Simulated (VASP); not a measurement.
# SrTiC2 (P4/mmm) in VASP: settings compared

One crystal, SrTiC2, is run at these levels: PBE, revPBE+D3(BJ)+U; tasks: relaxation of cell and atoms, relaxation of the atoms.

Everything below comes from runs of VASP 6.6.1. Logs are shortened: lines on timing, memory, paths and dates and some standing lists are left out, and cuts for length are marked.

## (1) The crystal as given

Symmetry: P4/mmm, No. 123, tetragonal system. The conventional cell has a = 3.693 Å, b = 3.693 Å, c = 5.008 Å, α = 90.00°, β = 90.00°, γ = 90.00°. Sr (site symmetry 4/mmm) is surrounded by 6 C at 2.50 to 2.61 Å. Around Ti (site symmetry 4/mmm) lie 6 C at 2.50 to 2.61 Å. Around C (site symmetry 4/mmm) lie 2 Ti at 2.50 Å and 4 Sr at 2.61 Å. Around C (site symmetry 4/mmm) lie 2 Sr at 2.50 Å and 4 Ti at 2.61 Å.

The cell was built by a generator and needn't be a form met in nature.

## (2) Relaxation of cell and atoms, PBE

INCAR reads:

```
SYSTEM = SrTiC2
PREC = Accurate
ENCUT = 600
EDIFF = 1E-6
ISMEAR = 0
SIGMA = 0.05
LREAL = .False.
LASPH = .True.
NELM = 60
ALGO = Normal
ISIF = 3
LWAVE = .False.
LCHARG = .False.
GGA = PE
IBRION = 2
NSW = 60
EDIFFG = -0.005
```

KPOINTS reads:

```
Automatic mesh
0
Gamma
  7 7 6
  0 0 0
```

POSCAR reads:

```
SrTiC2
1.0
    3.6930810400      0.0000000000      0.0000000000
    0.0000000000      3.6930810400      0.0000000000
    0.0000000000      0.0000000000      5.0075477400
Sr Ti C
1 1 2
Direct
    0.5000000000      0.5000000000      0.5000000000
    0.0000000000      0.0000000000      0.0000000000
    0.0000000000      0.0000000000      0.5000000000
    0.5000000000      0.5000000000      0.0000000000
```

Potentials or basis: VASP PAW PBE potentials, release 64 (Sr_sv, Ti_sv, C).

Launch:

```console
cat potpaw_PBE.64/Sr_sv/POTCAR potpaw_PBE.64/Ti_sv/POTCAR potpaw_PBE.64/C/POTCAR > POTCAR
mpirun -np 1 vasp_std > vasp.out
```

OUTCAR:

```text
SYSTEM = SrTiC2
   PREC = Accurate
   ENCUT = 600
   EDIFF = 1E-6
   ISMEAR = 0
   LREAL = .False.
   LASPH = .True.
   NELM = 60
   ISIF = 3
   GGA = PE
   IBRION = 2
   NSW = 60
   EDIFFG = -0.005

 ion  position               nearest neighbor table
   1  0.500  0.500  0.500-   4 2.50   4 2.50   3 2.61   3 2.61   3 2.61   3 2.61   2 3.62   2 3.62
                             2 3.62   2 3.62   2 3.62   2 3.62   2 3.62   2 3.62
   2  0.000  0.000  0.000-   1 3.62   1 3.62   1 3.62   1 3.62   1 3.62   1 3.62   1 3.62   1 3.62

   3  0.000  0.000  0.500-   1 2.61   1 2.61   1 2.61   1 2.61
   4  0.500  0.500  0.000-   1 2.50   1 2.50

  LATTYP: Found a simple tetragonal cell.
 ALAT       =     3.6930810400
 C/A-ratio  =     1.3559268496

  Lattice vectors:

 A1 = (   3.6930810400,   0.0000000000,   0.0000000000)
 A2 = (   0.0000000000,   3.6930810400,   0.0000000000)
 A3 = (   0.0000000000,   0.0000000000,   5.0075477400)

Analysis of symmetry for initial positions (statically):
=====================================================================
 Subroutine PRICEL returns:
 Original cell was already a primitive cell.

 Routine SETGRP: Setting up the symmetry group for a
 simple tetragonal supercell.

 Subroutine GETGRP returns: Found 16 space group operations
 (whereof 16 operations were pure point group operations)
 out of a pool of 16 trial point group operations.

The static configuration has the point symmetry D_4h.

Analysis of symmetry for dynamics (positions and initial velocities):
=====================================================================
 Subroutine PRICEL returns:
 Original cell was already a primitive cell.

 Routine SETGRP: Setting up the symmetry group for a
 simple tetragonal supercell.

 Subroutine GETGRP returns: Found 16 space group operations
 (whereof 16 operations were pure point group operations)
 out of a pool of 16 trial point group operations.

The dynamic configuration has the point symmetry D_4h.

 Subroutine INISYM returns: Found 16 space group operations
 (whereof 16 operations are pure point group operations),
 and found     1 'primitive' translations

----------------------------------------------------------------------------------------

                                     Primitive cell

  volume of cell :      68.2972

  direct lattice vectors                    reciprocal lattice vectors
     3.693081040  0.000000000  0.000000000     0.270776620  0.000000000  0.000000000
     0.000000000  3.693081040  0.000000000     0.000000000  0.270776620  0.000000000
     0.000000000  0.000000000  5.007547740     0.000000000  0.000000000  0.199698545

  length of vectors
     3.693081040  3.693081040  5.007547740     0.270776620  0.270776620  0.199698545

  position of ions in fractional coordinates (direct lattice)
     0.500000000  0.500000000  0.500000000
     0.000000000  0.000000000  0.000000000
     0.000000000  0.000000000  0.500000000
     0.500000000  0.500000000  0.000000000

  ion indices of the primitive-cell ions
   primitive index   ion index
                 1           1
                 2           2
                 3           3
                 4           4

----------------------------------------------------------------------------------------

 KPOINTS: Automatic mesh

Automatic generation of k-mesh.
 Grid dimensions read from file:
 generate k-points for:    7    7    6

 Generating k-lattice:

  Cartesian coordinates                     Fractional coordinates (reciprocal lattice)
     0.038682374  0.000000000  0.000000000     0.142857143  0.000000000  0.000000000
     0.000000000  0.038682374  0.000000000     0.000000000  0.142857143  0.000000000
     0.000000000  0.000000000  0.033283091     0.000000000  0.000000000  0.166666667

  Length of vectors
     0.038682374  0.038682374  0.033283091

  Shift w.r.t. Gamma in fractional coordinates (k-lattice)
     0.000000000  0.000000000  0.000000000

 Subroutine IBZKPT returns following result:
 ===========================================

 Found     40 irreducible k-points:

 Following reciprocal coordinates:
            Coordinates               Weight
  0.000000  0.000000  0.000000      1.000000
  0.142857  0.000000  0.000000      4.000000
  0.285714  0.000000  0.000000      4.000000
  0.428571  0.000000  0.000000      4.000000
  0.142857  0.142857  0.000000      4.000000
  0.285714  0.142857  0.000000      8.000000
[... 16 lines left out ...]
  0.285714  0.000000  0.333333      8.000000
  0.428571  0.000000  0.333333      8.000000
 [... further k-points ...]
   k-points           NKPTS =     40   k-points in BZ     NKDIM =     40   number of bands    NBANDS=     19
   number of dos      NEDOS =    301   number of ions     NIONS =      4
   total plane-waves  NPLWV =  36000
   dimension x,y,z NGX =    30 NGY =   30 NGZ =   40
   dimension x,y,z NGXF=    60 NGYF=   60 NGZF=   80
   ions per type =               1   1   2
   NGX,Y,Z   is equivalent  to a cutoff of  13.50, 13.50, 13.28 a.u.
   NGXF,Y,Z  is equivalent  to a cutoff of  27.01, 27.01, 26.56 a.u.
 SYSTEM =  SrTiC2
   PREC   = accura    normal or accurate (medium, high low for compatibility)
   ISTART =      0    job   : 0-new  1-cont  2-samecut
   ICHARG =      2    charge: 1-file 2-atom 10-const
   ISPIN  =      1    spin polarized calculation?
   LNONCOLLINEAR =      F non collinear calculations
   LSORBIT =      F    spin-orbit coupling
   LASPH  =      T    aspherical Exc in radial PAW
   ENCUT  =  600.0 eV  44.10 Ry    6.64 a.u.   7.38  7.38 10.00*2*pi/ulx,y,z
   NELM   =     60;   NELMIN=  2; NELMDL= -5     # of ELM steps
   EDIFF  = 0.1E-05   stopping-criterion for ELM
   LREAL  =      F    real-space projection
   EDIFFG = -.5E-02   stopping-criterion for IOM
   NSW    =     60    number of steps for IOM
   IBRION =      2    ionic relax: 0-MD 1-quasi-New 2-CG
   NFREE  =      1    steps in history (QN), initial steepest desc. (CG)
   ISIF   =      3    stress and relaxation
   ISYM   =      2    0-nonsym 1-usesym 2-fastsym
   POTIM  = 0.5000    time-step for ionic-motion
   TEBEG  =    0.0;   TEEND  =   0.0 temperature during run
   PSTRESS=    0.0 pullay stress
   NELECT =      30.0000    total number of electrons
   NUPDOWN=      -1.0000    fix difference up-down
   EMIN   =  10.00;   EMAX   =-10.00  energy-range for DOS
   EFERMI =   0.00;   METHOD = LEGACY
   ISMEAR =     0;   SIGMA  =   0.05  broadening in eV -4-tet -1-fermi 0-gaus
   EFERMI_NEDOS =   21; number of points for ismear=-14 and -15
   IALGO  =     38    algorithm
   IMIX   =      4    mixing-type and parameters
     AMIX     =   0.40;   BMIX     =  1.00
     AMIX_MAG =   1.60;   BMIX_MAG =  1.00
  volume/ion in A,a.u.               =      17.07       115.22
  Fermi-wavevector in a.u.,A,eV,Ry     =   1.244460  2.351689 21.071085  1.548681
  Thomas-Fermi vector in A             =   2.378726
   LORBIT       =      0    0 simple, 1 ext, 2 COOP (PROOUT), +10 PAW based schemes
   GGA     = PE    functional components
   LHFCALC =     F    Hartree Fock is set to
   AEXX    =    0.0000 exact exchange contribution
   IVDW    =     0    specifies the selected vdW correction
   LEPSILON=     F    determine dielectric tensor
   LRPA    =     F    only Hartree local field effects (RPA)
 conjugate gradient relaxation of ions
 non-spin polarized calculation
 Gauss-broadening in eV      SIGMA  =   0.05
  energy-cutoff  :      600.00
  volume of cell :       68.30
 maximum number of plane-waves:      2309
 NGX is ok and might be reduce to    30
   NGX = 15   NGY = 15   NGZ = 21

--------------------------------------- Ionic step        1  -------------------------------------------

 number of electron      29.9999995 magnetization

 Free energy of the ion-electron system (eV)
  ---------------------------------------------------
  ext. energy  EPLUGINS =         0.00000000
  ---------------------------------------------------
  free energy    TOTEN  =       -23.70625996 eV

  energy without entropy =      -23.69792691  energy(sigma->0) =      -23.70209344

------------------------ aborting loop because EDIFF is reached ----------------------------------------

  FORCE on cell =-STRESS in cart. coord.  units (eV):
  Direction    XX          YY          ZZ          XY          YZ          ZX
  --------------------------------------------------------------------------------------
  -------------------------------------------------------------------------------------
  Total       -5.4973861     -5.4973861     -5.0561512      0.0000000     -0.0000000      0.0000000
  in kB     -128.9626794   -128.9626794   -118.6117908      0.0000000     -0.0000000      0.0000000
  external PRESSURE =    -125.5123832 kB  Pullay stress =       0.0000000 kB
[... 95 lines left out ...]
  FREE ENERGIE OF THE ION-ELECTRON SYSTEM (eV)
  ---------------------------------------------------
  free  energy   TOTEN  =       -24.1664856467 eV

  energy  without entropy=      -24.1592624570  energy(sigma->0) =      -24.16287405

[... ionic steps 4 to 8 ...]

--------------------------------------- Ionic step        9  -------------------------------------------

 number of electron      30.0000000 magnetization

------------------------ aborting loop because EDIFF is reached ----------------------------------------

  FORCE on cell =-STRESS in cart. coord.  units (eV):
  Direction    XX          YY          ZZ          XY          YZ          ZX
  --------------------------------------------------------------------------------------
  -------------------------------------------------------------------------------------
  Total        0.0166709      0.0166709      0.0273145      0.0000000     -0.0000000      0.0000000
  in kB        0.4628474      0.4628474      0.7583517      0.0000000     -0.0000000      0.0000000
  external PRESSURE =       0.5613488 kB  Pullay stress =       0.0000000 kB
[... 61 lines left out ...]
  energy  without entropy=      -24.1993895488  energy(sigma->0) =      -24.20216666

--------------------------------------- Ionic step       11  -------------------------------------------

 number of electron      30.0000000 magnetization

 Free energy of the ion-electron system (eV)
  ---------------------------------------------------
  ext. energy  EPLUGINS =         0.00000000
  ---------------------------------------------------
  free energy    TOTEN  =       -24.20495870 eV

  energy without entropy =      -24.19939990  energy(sigma->0) =      -24.20217930

 E-fermi :   4.7527     XC(G=0): -11.0563

 val. band max:        4.7513165028   @ k =   0.4286   0.4286   0.3333
 cond. band min:       4.7594628926   @ k =   0.2857   0.2857   0.5000
 fundamental gap:      0.0081463899
 Fermi energy:         4.7527446445

 k-point     1 :       0.0000    0.0000    0.0000
  band No.  band energies     occupation
      1     -52.2462      2.00000
      2     -28.5001      2.00000
      3     -28.3752      2.00000
      4     -28.3752      2.00000
      5     -27.8160      2.00000
      6     -10.2467      2.00000
[... 11 lines left out ...]
     18       6.4631      0.00000
     19       6.4631      0.00000
[... 489 lines left out ...]
      3     -28.4505      2.00000
      4     -28.3663      2.00000
      5     -27.7083      2.00000
      6     -11.2268      2.00000
[... 11 lines left out ...]
     18       7.1054      0.00000
     19       7.6247      0.00000

 [... further k-points ...]

------------------------ aborting loop because EDIFF is reached ----------------------------------------

  FORCE on cell =-STRESS in cart. coord.  units (eV):
  Direction    XX          YY          ZZ          XY          YZ          ZX
  --------------------------------------------------------------------------------------
  -------------------------------------------------------------------------------------
  Total       -0.0077094     -0.0077094      0.0112067      0.0000000      0.0000000      0.0000000
  in kB       -0.2139643     -0.2139643      0.3110288      0.0000000      0.0000000      0.0000000
  external PRESSURE =      -0.0389666 kB  Pullay stress =       0.0000000 kB
[... 19 lines left out ...]
  FREE ENERGIE OF THE ION-ELECTRON SYSTEM (eV)
  ---------------------------------------------------
  free  energy   TOTEN  =       -24.2049587027 eV

  energy  without entropy=      -24.1993998979  energy(sigma->0) =      -24.20217930

 reached required accuracy - stopping structural energy minimisation
```

Run time: 4.7 min. Hardware: 1 thread of Intel Xeon 6975P-C (Granite Rapids), shared host; peak memory 0.25 GiB.

Results:

```yaml
Free_energy: -24.2050 eV
Relaxed_volume: 14.43 Å³/atom
Relaxed_cell: a = 3.403 Å, b = 3.403 Å, c = 4.986 Å, α = 90.00°, β = 90.00°, γ = 90.00°
Space_group_after_relaxing_to_0.05_Å: P4/mmm (No. 123)
Energy_gained_by_relaxing: 124.7 meV/atom
Ionic_steps: 11
Pressure_after_relaxing: 0.0 GPa
Band_gap_on_the_k_mesh: none (metal or under the smearing width)
```

The path:
```
step  energy change (eV)  largest force (eV/Å)  pressure (GPa)  volume (Å³)
   1              0.0000                0.0000          -12.55        68.30
   2             -0.4302                0.0000            4.62        55.91
   3             -0.4602                0.0000            0.15        58.07
   4             -0.4601                0.0000           -0.21        58.27
   5             -0.4720                0.0000           -0.19        58.17
   6             -0.4963                0.0000           -0.13        57.84
   7             -0.4601                0.0000            1.95        56.95
   8             -0.4987                0.0000            0.07        57.69
   9             -0.4987                0.0000            0.06        57.71
  10             -0.4987                0.0000           -0.09        57.78
  11             -0.4987                0.0000            0.00        57.73
```

Final structure:
```
Sr Ti C
1.0
     3.40267    0.00000    0.00000
     0.00000    3.40267    0.00000
     0.00000    0.00000    4.98596
Sr Ti C
1 1 2
Direct
  0.50000 0.50000 0.50000
  0.00000 0.00000 0.00000
  0.00000 0.00000 0.50000
  0.50000 0.50000 0.00000
```

Caveat: the volume moved by over 15 % at a fixed basis, so the end points are rough.

## (3) Relaxation of the atoms, revPBE+D3(BJ)+U, spin-orbit coupling, no magnetisation

INCAR reads:

```
ALGO     = Normal         # electronic algorithm
EDIFF    = 1E-5           # SCF threshold, eV
EDIFFG   = -0.01          # ionic threshold
ENCUT    = 520            # plane-wave cutoff, eV
GGA      = RE             # functional
GGA_COMPAT= F            
IBRION   = 2              # ionic algorithm
ISIF     = 2              # what is computed and relaxed
ISMEAR   = 0              # smearing method
IVDW     = 12             # dispersion correction
LASPH    = T              # aspherical terms in the spheres
LCHARG   = F              # write CHGCAR
LDAU     = T              # DFT+U
LDAUJ    = 0 0 0        
LDAUL    = -1 2 -1        # shell
LDAUPRINT= 1            
LDAUTYPE = 2            
LDAUU    = 0 7 0          # U, eV
LMAXMIX  = 4              # l up to which the mixer works
LNONCOLLINEAR= T              # non-collinear magnetism
LORBIT   = 11             # projections on sites
LREAL    = F              # projectors in reciprocal space
LSORBIT  = T              # spin-orbit coupling
LWAVE    = F              # write WAVECAR
MAGMOM   = 0 0 0 0 0 0 0 0 0 0 0 0 # initial moments
NELM     = 100            # most SCF steps
NSW      = 60             # ionic steps
PREC     = Accurate       # precision mode
SIGMA    = 0.05           # smearing width, eV
```

KPOINTS reads:

```
k-points
0
Gamma
  5 5 5
```

POSCAR reads:

```
SrTiC2
1.0
    3.6930810400      0.0000000000      0.0000000000
    0.0000000000      3.6930810400      0.0000000000
    0.0000000000      0.0000000000      5.0075477400
Sr Ti C
1 1 2
Selective dynamics
Direct
    0.5000000000      0.5000000000      0.5000000000  F F F
    0.0000000000      0.0000000000      0.0000000000  T T T
    0.0000000000      0.0000000000      0.5000000000  T T T
    0.5000000000      0.5000000000      0.0000000000  T T T
```

Potentials or basis: VASP PAW PBE potentials, release 64 (Sr_sv, Ti_sv, C).

Launch:

```console
cat potpaw_PBE.64/Sr_sv/POTCAR potpaw_PBE.64/Ti_sv/POTCAR potpaw_PBE.64/C/POTCAR > POTCAR
mpirun -np 1 vasp_ncl > vasp.out
```

It took 94 s on 1 thread of Intel Xeon 6975P-C (Granite Rapids), shared host; peak memory 0.35 GiB.

The run converged. Its results:

```
Free energy                                           : -20.1844 eV
Pressure after relaxing                               : -14.1 GPa
Valence electrons inside the program's atomic spheres : Sr 8.26; Ti 9.65; C 2.21, 2.18
Dispersion energy per atom                            : -0.496 eV
```

Stress tensor (GPa, compression positive):
```
-13.80   0.00   0.00
  0.00 -13.80   0.00
  0.00   0.00 -14.76
```

Final structure:
```
Sr Ti C
1.0
     3.69308    0.00000    0.00000
     0.00000    3.69308    0.00000
     0.00000    0.00000    5.00755
Sr Ti C
1 1 2
Direct
  0.50000 0.50000 0.50000
  0.00000 0.00000 0.00000
  0.00000 0.00000 0.50000
  0.50000 0.50000 0.00000
```

Caveat: the relaxation stopped at its first step, so nothing moved; the PAW data sets were made with another functional, which shifts forces and pressure a little; the U is typed as a test and isn't derived for this compound.

## (4) For comparison

An earlier run on the cell as given: functional PBE; potentials or basis VASP PAW PBE potentials, release 64 (Sr_sv, Ti_sv, C); cutoff 520 eV; k mesh 7 × 7 × 6; occupations fermi-dirac, width 0.05 eV; no spin polarisation.

* Pressure: -12.5 GPa
* Band gap on the k mesh: none (metal or under the smearing width)

## (5) The runs side by side

```tsv
task	level	spin	U	cell	k mesh	cutoff (eV)	smearing	atoms held fixed (from 0)	other keys	gap on the mesh (eV)	pressure (GPa)
relaxation of cell and atoms	PBE	off	-	relaxed	7 × 7 × 6	600	gaussian 0.05 eV	-	-	none	0.0
relaxation of the atoms	revPBE+D3(BJ)+U	SOC, no magnetisation	Ti d U = 7 eV	atoms relaxed	5 × 5 × 5	520	gaussian 0.05 eV	[0]	EDIFF = 1e-05	-	-14.1
single point	PBE	off	-	as given	7 × 7 × 6	520	fermi-dirac 0.05 eV	-	-	none	-12.5
```

Alike in all rows: potentials or basis VASP PAW PBE potentials, release 64 (Sr_sv, Ti_sv, C).

Caveats: the volume moved by over 15 % at a fixed basis, so the end points are rough (some runs); the relaxation stopped at its first step, so nothing moved (some runs); the PAW data sets were made with another functional, which shifts forces and pressure a little (some runs); the U is typed as a test and isn't derived for this compound (some runs).

Total energies depend on the potentials used, so only differences within one code and one set of settings carry meaning.
